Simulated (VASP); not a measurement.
**SnO (relaxed from the CsCl type structure, space group Pm-3m): computed properties**

Level of theory: PBE GGA, VASP's PBE PAW potentials (set 64) (plane waves; VASP 6.6.1).

```yaml
space_group: Pm-3m (221)
cell: a = b = c = 3.1317 Å, α = β = γ = 90.00°
volume_per_atom: 15.36 Å^3/atom
band gap (over mesh and band path): 0.05 eV
smallest direct gap (over mesh and band path): 0.21 eV
band_edge_character: indirect, R-X at 0.79 to R
density: 7.28 g/cm³
```

```cif
data_OSn
_chemical_formula_sum 'Sn1 O1'
_space_group_name_H-M_alt 'Pm-3m'
_space_group_IT_number 221
_space_group_name_Hall '-P 4 2 3'
_cell_length_a 3.13172
_cell_length_b 3.13172
_cell_length_c 3.13172
_cell_angle_alpha 90.000
_cell_angle_beta 90.000
_cell_angle_gamma 90.000
loop_
_atom_site_label
_atom_site_type_symbol
_atom_site_symmetry_multiplicity
_atom_site_Wyckoff_symbol
_atom_site_fract_x
_atom_site_fract_y
_atom_site_fract_z
_atom_site_occupancy
Sn1 Sn 1 a 0.00000 0.00000 0.00000 1
O1 O 1 b 0.50000 0.50000 0.50000 1
```

Unless said otherwise, spin-orbit coupling is left out, though it shifts the bands of the heavy elements here.

The structure was generated: SnO was put into the CsCl type type (Pm-3m), which need not be its known phase. It was relaxed first, which changed the volume by +62 %. Symmetry was kept, so distortions that lower it aren't found.
